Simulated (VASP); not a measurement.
```yaml
crystal:
  lattice:
    - [0.00000, 1.99919, 1.99919]
    - [1.99919, 0.00000, 1.99919]
    - [1.99919, 1.99919, 0.00000]
  atoms:
    - { symbol: Ag, position: [0.00000, 0.00000, 0.00000] }
```

Calculation: LDA (Ceperley-Alder, Perdew-Zunger) with spin-orbit coupling, VASP's LDA PAW potentials (set 64) (plane waves; VASP). Run with 400 eV cut-off, 14×14×14 Γ-centred mesh, Gaussian smearing of 0.050 eV, potentials Ag.

**Question.** Estimate the energy per atom (σ→0), band gap (over mesh and band path) with the smallest direct gap where there is one.

**Answer.** 
```yaml
band gap (over mesh and band path): none (metal, semimetal or under 0.01 eV)
energy per atom (σ→0): -3.811 eV/atom
```

Only differences to runs with the same potentials and settings are physical.

The compound is Ag in the fcc structure. It was relaxed first, which changed the volume by -7 %.
